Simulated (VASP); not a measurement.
A run of VASP 6.6.1:

File INCAR:

```
SYSTEM = MgO
  PREC = Accurate
  ENCUT = 600
  EDIFF = 1E-6
  ISMEAR = 0
  SIGMA = 0.03
  LREAL = .False.
  LASPH = .True.
  NELM = 80
  ALGO = Normal
  ISIF = 3
  LWAVE = .False.
  LCHARG = .False.
  GGA = PE
  IBRION = 2
  NSW = 90
  EDIFFG = -0.01
```

File KPOINTS:

```
Automatic mesh
0
Gamma
  12 12 12
  0 0 0
```

Contents of POSCAR:

```
MgO
1.0
    0.0000000000      2.1085000000      2.1085000000
    2.1085000000      0.0000000000      2.1085000000
    2.1085000000      2.1085000000      0.0000000000
Mg O
1 1
Direct
    0.0000000000      0.0000000000      0.0000000000
    0.5000000000      0.5000000000      0.5000000000
```

Potentials or basis: VASP PAW PBE potentials, release 64 (Mg, O).

Launch:

```bash
$ cat potpaw_PBE.64/Mg/POTCAR potpaw_PBE.64/O/POTCAR > POTCAR
$ mpirun -np 1 vasp_std > vasp.out
```

Hardware: 1 thread of Intel(R) Xeon(R) 6975P-C (Granite Rapids), with other jobs on the host.

**Question.** How long does it take, and how much memory?

**Answer.** Run time: 11 s on 1 thread of Intel(R) Xeon(R) 6975P-C (Granite Rapids), on a shared host, peak memory 0.14 GiB. Counts: scf iterations 22, k points 72, ion steps 3.
